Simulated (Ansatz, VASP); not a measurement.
# Cross-check of SbAs (Stibarsen) between VASP and Ansatz

Aim: how closely do two programs agree when they are given the same cell, functional and k mesh? The cell comes out of the VASP series on this material, whose earlier steps may have relaxed, scaled or displaced it; both programs get it as it stands.

Program: Ansatz 0.2.0. Level of theory: plane waves, with VASP 6.6.1 beside it; band structure at PBEsol. Results are calculated unless marked as measured.

## Step 1: Set-up

The structure is monoclinic, space group Cm (No. 8). Conventional cell: a = 6.972 Å, b = 4.025 Å, c = 4.295 Å, α = 90.00°, β = 122.76°, γ = 90.00°. Nearest to Sb lie 6 As at 2.90 to 2.98 Å. As has 6 Sb at 2.90 to 2.98 Å nearest. Farther neighbours are not listed. That group holds within 0.01 Å; judged at 0.001 Å it is P1 (No. 1).

## Step 2: VASP: band structure, PBEsol

The same path points are solved in both programs, so levels can be compared one by one.

Lines of VASP's logs that name or quote its potential files are left out, and so is its time.

The input, INCAR:

```
SYSTEM = SbAs
PREC = Accurate
ENCUT = 400
EDIFF = 1E-06
NELM = 100
ISMEAR = -1
SIGMA = 0.05
LREAL = .FALSE.
ALGO = Normal
GGA = PS
NBANDS = 17
LORBIT = 11
LWAVE = .FALSE.
LCHARG = .FALSE.
KPAR = 2
```

The input, POSCAR:

```
SbAs
1.0
    2.0127500000      1.1620617543      3.6123333333
   -2.0127500000      1.1620617543      3.6123333333
    0.0000000000     -2.3241235086      3.6123333333
Sb As
1 1
Direct
    0.4895710000      0.4983160000      0.5045700000
   -0.0085020000      0.0094090000      0.0043300000
```

The input, KPOINTS:

```
Automatic mesh
0
Gamma
12 12 12
0 0 0
```

The input, KPOINTS_OPT:

```
Line mode
16
Line-mode
Reciprocal
  0.00000000   0.00000000   0.00000000 GAMMA
  0.50000000   0.00000000   0.00000000 L

  0.50000000   0.00000000   0.00000000 L
  0.50000000   0.23565752  -0.23565752 B1

  0.76434248   0.50000000   0.23565752 B
  0.50000000   0.50000000   0.50000000 Z

  0.50000000   0.50000000   0.50000000 Z
  0.00000000   0.00000000   0.00000000 GAMMA

  0.00000000   0.00000000   0.00000000 GAMMA
  0.36782876   0.00000000  -0.36782876 X

  0.63217124   0.36782876   0.00000000 Q
  0.50000000   0.50000000   0.00000000 F

  0.50000000   0.50000000   0.00000000 F
  0.63217124   0.63217124   0.23565752 P1

  0.63217124   0.63217124   0.23565752 P1
  0.50000000   0.50000000   0.50000000 Z

  0.50000000   0.00000000   0.00000000 L
  0.76434248   0.36782876   0.36782876 P
```

PAW data sets: Sb and As (PBE family, release 64).

Run with:

```console
$ mpirun -np 2 vasp_std
```

Numbers of over 12 decimals in the logs are rounded to 6 here.

What it wrote:

```text
[banner, memory and clock lines left out]
running    2 mpi-ranks, on    1 nodes
 distrk:  each k-point on    1 cores,    2 groups
 distr:  one band on    1 cores,    1 groups

 POSCAR found type information on POSCAR SbAs
 POSCAR found :  2 types and       2 ions
|                                                                             |
|               ----> ADVICE to this user running VASP <----                  |
|                                                                             |
|     You enforced a specific xc type in the INCAR file but a different       |
|     [... a line on the potential file left out ...]
|     I HOPE YOU KNOW WHAT YOU ARE DOING!                                     |
|                                                                             |

 LDA part: xc-table for (Slater+PW92), standard interpolation
 POSCAR, INCAR and KPOINTS ok, starting setup
 FFT: planning ... GRIDC
 FFT: planning ... GRID_SOFT
 FFT: planning ... GRID
 WAVECAR not read
 entering main loop
       N       E                     dE             d eps       ncg     rms          rms(c)
DAV:   1     0.170386844420E+02    0.17039E+02   -0.31452E+03 29512   0.389E+02
DAV:   2    -0.855234177411E+01   -0.25591E+02   -0.24493E+02 39852   0.774E+01
DAV:   3    -0.962160093738E+01   -0.10693E+01   -0.10613E+01 35090   0.139E+01
DAV:   4    -0.962771142857E+01   -0.61105E-02   -0.61097E-02 37776   0.133E+00
DAV:   5    -0.962776597451E+01   -0.54546E-04   -0.54546E-04 36662   0.128E-01    0.273E+00
DAV:   6    -0.955908123233E+01    0.68685E-01   -0.28526E-01 33221   0.120E+00    0.158E+00
DAV:   7    -0.955840451501E+01    0.67672E-03   -0.15126E-02 38413   0.475E-01    0.705E-01
DAV:   8    -0.955775137190E+01    0.65314E-03   -0.14702E-03 32552   0.134E-01    0.641E-02
DAV:   9    -0.955773296704E+01    0.18405E-04   -0.35107E-04 33725   0.557E-02    0.415E-02
DAV:  10    -0.955773218697E+01    0.78007E-06   -0.42298E-05 32316   0.253E-02    0.453E-03
DAV:  11    -0.955773251272E+01   -0.32575E-06   -0.16893E-06 34827   0.615E-03
   1 F= -.95577325E+01 E0= -.95543334E+01  d E =-.679829E-02
 Start KPOINTS_OPT (optional k-point list driver)
k-point batch [1-144\144]
       N       E                     dE             ncg
DAV:   1     0.176970255304E+05   -0.30429E+05     4896
DAV:   2     0.139989593459E+05   -0.36981E+04     6756
DAV:   3     0.138410845756E+05   -0.15787E+03     5793
DAV:   4     0.138401618517E+05   -0.92272E+00     6445
DAV:   5     0.138401534509E+05   -0.84008E-02     6183
DAV:   6     0.138401533330E+05   -0.11787E-03     6428
DAV:   7     0.138401533312E+05   -0.18199E-05     5139
DAV:   8     0.138401533310E+05   -0.21159E-06     4582
```

Parts of OUTCAR (step 2):

```text
ion  position               nearest neighbor table
   1  0.490  0.498  0.505-   2 2.90   2 2.91   2 2.93   2 2.95   2 2.98   2 2.98
   2  0.991  0.009  0.004-   1 2.90   1 2.91   1 2.93   1 2.95   1 2.98   1 2.98

  LATTYP: Found a trigonal (rhomboedric) cell.
 ALAT       =     4.2954047765
 COS(alpha) =     0.5608615397

 Subroutine GETGRP returns: Found  1 space group operations
 (whereof  1 operations were pure point group operations)

The static configuration has the point symmetry C_1 .

 Found    868 irreducible k-points:

   k-points           NKPTS =    868   k-points in BZ     NKDIM =    868   number of bands    NBANDS=     17

   dimension x,y,z NGX =    28 NGY =   28 NGZ =   28
   dimension x,y,z NGXF=    56 NGYF=   56 NGZF=   56

   ENCUT  =  400.0 eV  29.40 Ry    5.42 a.u.   7.00  7.00  7.00*2*pi/ulx,y,z

   NELECT =      10.0000    total number of electrons

 k-points in reciprocal lattice and weights: Automatic mesh
   0.00000000  0.00000000  0.00000000       0.001
   0.08333333 -0.00000000  0.00000000       0.001
  -0.00000000  0.08333333  0.00000000       0.001
   0.00000000  0.00000000  0.08333333       0.001
   0.16666667 -0.00000000  0.00000000       0.001
  -0.00000000  0.16666667  0.00000000       0.001
   0.00000000  0.00000000  0.16666667       0.001
   0.25000000  0.00000000  0.00000000       0.001
   0.00000000  0.25000000  0.00000000       0.001
[...]
0.50000000  0.41666667 -0.41666667       0.001
   0.50000000  0.50000000  0.50000000       0.001

 average (electrostatic) potential at core
       1 -86.5586       2 -48.3390

 E-fermi :   6.2377

 k-point     1 :       0.0000    0.0000    0.0000
  band No.  band energies     occupation
      1      -7.1258      2.00000
      2       1.0773      2.00000
      3       3.8012      2.00000
      4       4.9740      2.00000
      5       4.9839      2.00000
      6       9.7766      0.00000
      7       9.7986      0.00000
      8      10.1650      0.00000
      9      11.0094      0.00000
     10      12.0807      0.00000
    ...

 k-point     2 :       0.0833   -0.0000    0.0000
  band No.  band energies     occupation
      1      -7.0423      2.00000
      2       0.7733      2.00000
      3       3.8820      2.00000
      4       4.9756      2.00000
      5       5.0274      2.00000
      6       9.4035      0.00000
      7       9.4215      0.00000
      8       9.7835      0.00000
      9      11.2017      0.00000
     10      11.8487      0.00000
    ...

 k-point     3 :      -0.0000    0.0833    0.0000
  band No.  band energies     occupation
      1      -7.0424      2.00000
      2       0.7739      2.00000
      3       3.8824      2.00000
      4       4.9695      2.00000
      5       5.0328      2.00000
      6       9.3969      0.00000
      7       9.4273      0.00000
      8       9.7800      0.00000
      9      11.2029      0.00000
     10      11.8587      0.00000
    ...

  Total       -0.8822190     -0.8785830     -1.9830691     -0.0030988      0.0106597     -0.0124799
  in kB      -27.8823192    -27.7674046    -62.6744207     -0.0979376      0.3368974     -0.3944246
  external PRESSURE =     -39.4413815 kB  Pullay stress =       0.0000000 kB

  energy-cutoff  :      400.00
  volume of cell :       50.69
      direct lattice vectors                 reciprocal lattice vectors
     2.012750000  1.162061754  3.612333333     0.248416346  0.143423244  0.092276460
    -2.012750000  1.162061754  3.612333333    -0.248416346  0.143423244  0.092276460
     0.000000000 -2.324123509  3.612333333     0.000000000 -0.286846488  0.092276460

 POSITION                                       TOTAL-FORCE (eV/Angst)
 -----------------------------------------------------------------------------------
     -0.01760     -0.02470      5.39125         0.035376     -0.030358     -0.221448
      1.97670      1.15305      3.63125        -0.035376      0.030358      0.221448
 -----------------------------------------------------------------------------------
    total drift:                               -0.000030      0.000070      0.000042

  FREE ENERGIE OF THE ION-ELECTRON SYSTEM (eV)
  ---------------------------------------------------
  free  energy   TOTEN  =        -9.5577325127 eV

  energy  without entropy=       -9.5509342208  energy(sigma->0) =       -9.55433337

 total charge
# of ion       s       p       d       tot
------------------------------------------
    1        1.236   1.043   0.044   2.323
    2        1.295   1.344   0.034   2.673
--------------------------------------------------
tot          2.531   2.387   0.078   4.996

[... 3 further parts left out ...]
```

The run ends at a pressure of -3.94 GPa, with forces up to 0.23 eV/Å.

## Step 3: Ansatz: band structure, PBEsol

Ansatz runs on its default PAW (the set named soft_2) files.

The same cell, functional, mesh and smearing now go to Ansatz, which takes its cutoff from its data sets.

The input, input.yaml:

```yaml
crystal:
  lattice:
    - [2.01275, 1.1620617543, 3.6123333333]
    - [-2.01275, 1.1620617543, 3.6123333333]
    - [0.0, -2.3241235086, 3.6123333333]
  atoms:
    - { symbol: Sb, position: [0.489571, 0.498316, 0.50457] }
    - { symbol: As, position: [-0.008502, 0.009409, 0.00433] }
hamiltonian:
  xc: pbesol
  pseudopotentials: { kind: paw }
kpoints:
  mp_grid: { grid: [12, 12, 12] }
  band_path:
    path:
      - [0.0, 0.0, 0.0]
      - [0.13333, 0.0, 0.0]
      - [0.3, 0.0, 0.0]
      - [0.46667, 0.0, 0.0]
      - [0.5, 0.04713, -0.04713]
      - [0.5, 0.12568, -0.12568]
      - [0.5, 0.20424, -0.20424]
      - [0.7291, 0.5, 0.2709]
      - [0.64098, 0.5, 0.35902]
      - [0.55287, 0.5, 0.44713]
      - [0.46667, 0.46667, 0.46667]
      - [0.3, 0.3, 0.3]
      - [0.13333, 0.13333, 0.13333]
      - [0.0, 0.0, 0.0]
      - [0.12261, 0.0, -0.12261]
      - [0.2207, 0.0, -0.2207]
      - [0.34331, 0.0, -0.34331]
      - [0.60574, 0.39426, 0.0]
      - [0.56168, 0.43832, 0.0]
      - [0.51762, 0.48238, 0.0]
      - [0.51762, 0.51762, 0.03142]
      - [0.56168, 0.56168, 0.10997]
      - [0.60574, 0.60574, 0.18853]
      - [0.62336, 0.62336, 0.25328]
      - [0.5793, 0.5793, 0.34139]
      - [0.53525, 0.53525, 0.42951]
      - [0.5, 0.0, 0.0]
      - [0.58811, 0.12261, 0.12261]
      - [0.67623, 0.24522, 0.24522]
      - [0.76434, 0.36783, 0.36783]
    npoints: 1
scf:
  occupations: { method: fermi_dirac, width: 0.05 }
  n_extra_bands: 7
output:
  forces: true
  stress: true
  eigenvalues: true
```

Run with:

```console
$ ansatz run input.yaml --threads 2 --pin off --max-ram 4608MiB --backend cpu --events-out ev --progress --plain --runs-dir out
```

What it wrote:

```text
scf.n_extra_bands = 7 over 15 filled bands (N_el = 30.0): the run solves 22 bands
Engine: ansatz 0.2.0, aarch64-unknown-linux-gnu
Pseudopotentials: kind: paw
Pseudopotential: Sb, paw, valence charge 15, recommended cutoff 420 eV (normal), Sb.paw.azcp
Pseudopotential: As, paw, valence charge 15, recommended cutoff 420 eV (normal), As.paw.azcp
Functional definition: PBEsol
  exchange = pbesol_x
  correlation = pbesol_c
Crystal: 2 atoms, lattice volume = 50.694 Å³
Basis set: ecut = 420 eV, 1003 PW (Γ), exchange–correlation on 60×60×60 points (8 copies of the dense FFT grid, shifted against one another)
Bands: 22, of which v1, the nominal top of the filled ones, is band 15 counted from 1 (14 counted from 0)
Symmetry: 1 space group operations
Space group: P1 (ITA 1), of the structure as read, at distance tolerance 3.7e-5 Å
k-points: 868 of 1728 (time reversal used)
Non-local potential: Sb, projectors of the file, l = 0: 2, l = 1: 2, l = 2: 2, l = 3: 2
Non-local potential: As, projectors of the file, l = 0: 2, l = 1: 2, l = 2: 3, l = 3: 1
PAW form: soft (Blöchl's): semilocal exchange-correlation on the pseudo side does not see the compensation charge
PAW frozen core: Sb, regenerated for the run's functional, and the local potential with it (the file was generated under x = pbe(κ = 0.804, μ = 0.219515), c = pbe(β = 0.066725))
PAW frozen core: As, regenerated for the run's functional, and the local potential with it (the file was generated under x = pbe(κ = 0.804, μ = 0.219515), c = pbe(β = 0.066725))
PAW one-centre angular grid: Sb, 590 points (default); XC on 64 Gauss nodes
PAW one-centre angular grid: As, 590 points (default); XC on 64 Gauss nodes
Initial density: superposition of atomic densities (neutral atoms: chi_scale 0, normalization atom), corrected by the library's trained network
Initial wavefunctions: pseudopotential atomic-orbital guess
Functional: x = pbesol(κ = 0.804, μ = 0.123457), c = pbesol(β = 0.046)
SCF iter   1: F=—  HF=-11220.989274 eV  |F-HF|=—  |Δ(HF+E_count)|=         —  Δρ=2.69e-3  dr2=6.41e-3  ethr=1.77e-3  ⟨swp⟩=6.4  Hψ=96962  notcnv=0  defer=37
preconditioner: auto → Kerker (q_TF=auto, 2.500 Å⁻¹)  [metal: Δε(μ)=0.001 eV  Ē_g=11.782 eV  σ=0.050 eV  W_gap=0.01  n_scr=14 (ndim 8)  ℏωp=16.5 eV  f_vac=0.001  D(μ)=0.80/eV (n_scr^D=0)]
SCF iter   2: F=—  HF=-11220.986488 eV  |F-HF|=—  |Δ(HF+E_count)|=   2.79e-3  Δρ=1.49e-3  dr2=1.32e-3  ethr=2.14e-5  ⟨swp⟩=2.7  Hψ=37319  notcnv=0  defer=687
SCF iter   3: F=—  HF=-11220.986164 eV  |F-HF|=—  |Δ(HF+E_count)|=   3.24e-4  Δρ=4.04e-4  dr2=1.30e-4  ethr=4.40e-6  ⟨swp⟩=2.0  Hψ=21779  notcnv=0  defer=687
SCF iter   4: F=—  HF=-11220.986155 eV  |F-HF|=—  |Δ(HF+E_count)|=   8.90e-6  Δρ=2.02e-4  dr2=2.27e-5  ethr=4.33e-7  ⟨swp⟩=2.0  Hψ=20078  notcnv=0  defer=687
SCF iter   5: F=—  HF=-11220.986159 eV  |F-HF|=—  |Δ(HF+E_count)|=   4.06e-6  Δρ=6.18e-5  dr2=2.75e-6  ethr=7.58e-8  ⟨swp⟩=2.6  Hψ=25917  notcnv=0  defer=687
SCF iter   6: F=—  HF=-11220.986159 eV  |F-HF|=—  |Δ(HF+E_count)|=   6.77e-8  Δρ=2.96e-5  dr2=2.82e-7  ethr=9.17e-9  ⟨swp⟩=2.0  Hψ=30437  notcnv=0  defer=687
SCF iter   7: F=-11220.986158 eV  HF=-11220.986158 eV  |F-HF|=1.33e-9  |Δ(HF+E_count)|=   3.39e-7  Δρ=7.49e-6  dr2=2.59e-8  ethr=3.33e-10  ⟨swp⟩=9.2  Hψ=96738  notcnv=0
SCF 1 converged in 7 iterations: F = -11220.986158 eV  dr2 = 2.59e-8
  greatest PAW one-centre occupation: 0.999 electrons in one spin orbital (limit 2), on the As atom at site 1 (counted from 0), in its partial waves of l = 2
NSCF: frozen V_eff on 30 k-points
SCF converged after 7 iterations
Free energy (F): -11220.986158 eV
Harris-Foulkes:  -11220.986158 eV  (|F-HF|=1.33e-9)
Internal energy: -11220.979353 eV  (E = F + TS)
E sigma→0 (E₀):  -11220.982756 eV
Entropy (-TS):   -0.006805 eV (-3.403 meV/atom)
Fermi energy:    10.152309 eV
--- Per-component energies (eV) ---
  E_band       = -398.887896
  E_kinetic    = 308.520178
  E_local      = -3208.875382  (includes V_loc(G=0)·N_el)
  E_nonlocal   = -304.866036
  E_hartree    = 1621.323024
  E_xc         = -215.714749
  E_vxc        = -175.200794  (∫ρ·V_xc dr)
  E_paw        = -6291.539604  (= ΣΔE_a)
  E_vpaw       = -261.118552  (= ΣTr[D̂ρ^β])
  E_aug_tail   = 0.000007  (compensation charges beyond the density's cutoff)
  E_ewald      = -3131.125078
  E_core_change = 1.298286  (= ΣΔE_core)
  E_smearing   = -0.006805  (= −TS)
  E_closure    = 0.000000  (closes the sum)
  Σ components = -11220.986158   (vs F -11220.986158, Δ=0.00e0)
--- Forces (eV/Å), atoms counted from 1 ---
  atom   1  Sb     0.03764992    -0.03226916    -0.22866987
  atom   2  As    -0.03765116     0.03227020     0.22867160
  max |Σ_I F_I| component: 1.73e-6 eV/Å
--- Stress (GPa, compression-positive) ---
       -2.845592      -0.010879      -0.038978
       -0.010879      -2.835898       0.033060
       -0.038978       0.033060      -6.352840
  P = ⅓ Tr σ = -4.0114 GPa (-40.114 kbar)
--- Band table (eV; the first three rows and the last of 868) ---
  k-point 0: bands = [... 11 lower, 4.9752, 7.7202, 8.8911, 8.9009, 13.6903, 13.7117, 14.0812, 14.9632, ... 3 higher]
  k-point 1: bands = [... 11 lower, 4.6733, 7.8004, 8.8941, 8.9425, 13.3202, 13.3348, 13.6998, 15.1602, ... 3 higher]
  k-point 2: bands = [... 11 lower, 3.9191, 7.9454, 8.8946, 9.0877, 12.4674, 12.5525, 12.9200, 15.5712, ... 3 higher]
  k-point 867: bands = [... 11 lower, -0.0484, 9.6494, 9.6837, 10.4993, 10.5349, 10.5577, 11.3993, 18.6576, ... 3 higher]
```

Run time: 100 s. Hardware: 2 threads of Arm Neoverse N1, shared host; peak memory 1.1 GiB; 3.3 min of CPU time.

Reading the cycles: dr2 is the Hartree energy of the density residual (eV), the measure of convergence; HF is the Harris–Foulkes estimate of the energy, which meets the free energy F at convergence.

## Step 4: Comparison

Known differences besides the PAW data sets themselves: the data sets hold 30 valence electrons in Ansatz (default PAW (the set named soft_2) files) and 10 in VASP; the cutoff is 420 eV in Ansatz and 400 eV in VASP; Ansatz makes its cores anew for this functional, VASP keeps those of its PBE data sets; VASP leaves aspherical gradient terms in its spheres out (LASPH is not set), Ansatz keeps them. Total energies have different zeros and are not compared.

The two programs side by side:

| quantity | Ansatz | VASP | difference |
| --- | --- | --- | --- |
| pressure (GPa) | -4.01 | -3.94 | -0.07 |

Forces (eV/Å; atoms numbered as in POSCAR):

```
atom         Ansatz x, y, z           VASP x, y, z
 Sb1  0.038, -0.032, -0.229  0.035, -0.030, -0.221
 As2   -0.038, 0.032, 0.229   -0.035, 0.030, 0.221
```

The forces differ by 4.5 meV/Å r.m.s., which is 3.5 % of the r.m.s. force of 0.13 eV/Å (both taken over all components). Levels from 3 eV below to 2 eV above the Fermi level differ by 3 meV r.m.s. and 8 meV at most; each VASP level is matched to the nearest of Ansatz, which flatters the figure a little. Ansatz's pressure holds a Pulay correction of 0.03 GPa; VASP's holds none.

## Step 5: Results

| Quantity | Value |
| --- | --- |
| r.m.s. difference of levels near the Fermi level (band structure, PBEsol) | 3.4 meV |

The r.m.s. difference of levels near the Fermi level is 3.4 meV (band structure, PBEsol), within the 80 meV picked in this series as the mark of a large difference. Differences of this kind measure data sets and numerical settings, not the functional's error against experiment.

[Lines on the potential files, build, host, timing and source positions are cut from VASP's logs without a mark.]

[Logs are printed without paths, hosts, clocks, repeated set-up lines and the standing remarks that a program may print on its own settings, such as how far it seeks lower states.]

[Hosts, paths, dates, database ids (printed as entryN), source tags and the programs' standing remarks are cut or masked in the printed files.]
